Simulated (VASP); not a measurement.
These are r2SCAN meta-GGA, VASP's PBE PAW potentials (set 64) (plane waves; VASP) values and carry that method's errors.

The input files of a VASP run:

**KPOINTS**
```
K-points
0
Gamma
16 16 8
```

### POSCAR
```
Co
1
    1.2251227631    -2.1219750932     0.0000000000
    1.2251227631     2.1219750932     0.0000000000
    0.0000000000     0.0000000000     3.9947906613
Co
2
Direct
  0.3333330000   0.6666670000   0.2500000000
  0.6666670000   0.3333330000   0.7500000000
```

### INCAR
```
SYSTEM  =  Co
PREC  =  Accurate; ENCUT  =  480; LREAL  =  F
LASPH  =  T
EDIFF  =  1E-7; NELM  =  100; ALGO  =  Normal
LMAXMIX  =  4; LMIXTAU  =  T
ISMEAR  =  1; SIGMA  =  0.1
METAGGA  =  R2SCAN
ISPIN  =  2; MAGMOM  =  2*1.7
IBRION  =  2; NSW  =  30; ISIF  =  2
EDIFFG  =  -0.01
LWAVE  =  F; LCHARG  =  F; LORBIT  =  10
```

POTCAR, in this order: Co (PBE.64 set). Program: vasp_std.

Predict the energy per atom (σ→0), cell moment, pressure, band gap (on the k-mesh).

The energy per atom (σ→0) comes out as -13.202 eV/atom. The cell moment comes out as 3.49 μB and the band gap (on the k-mesh) is none (metal, semimetal or under 0.01 eV). The pressure comes out as 5.86 GPa.

**OSZICAR**
```
...
DAV:  13    -0.264037222516E+02   -0.30240E-04   -0.38193E-05 11794   0.810E-02    0.163E-02
DAV:  14    -0.264037231709E+02   -0.91929E-06   -0.43703E-06  9687   0.298E-02    0.753E-03
DAV:  15    -0.264037227806E+02    0.39029E-06   -0.28645E-07 10701   0.898E-03    0.175E-03
DAV:  16    -0.264037218587E+02    0.92197E-06   -0.18162E-07  7393   0.535E-03    0.185E-03
DAV:  17    -0.264037220865E+02   -0.22782E-06   -0.34646E-08  4934   0.266E-03    0.391E-04
DAV:  18    -0.264037219095E+02    0.17700E-06   -0.91965E-09  4864   0.115E-03    0.210E-04
DAV:  19    -0.264037219223E+02   -0.12801E-07   -0.15284E-09  4794   0.543E-04
   1 F= -.26403722E+02 E0= -.26403575E+02  d E =-.264037E+02  mag=     3.4919
```

The compound is Co in the hcp structure. This cell was strained or had an atom moved on purpose.
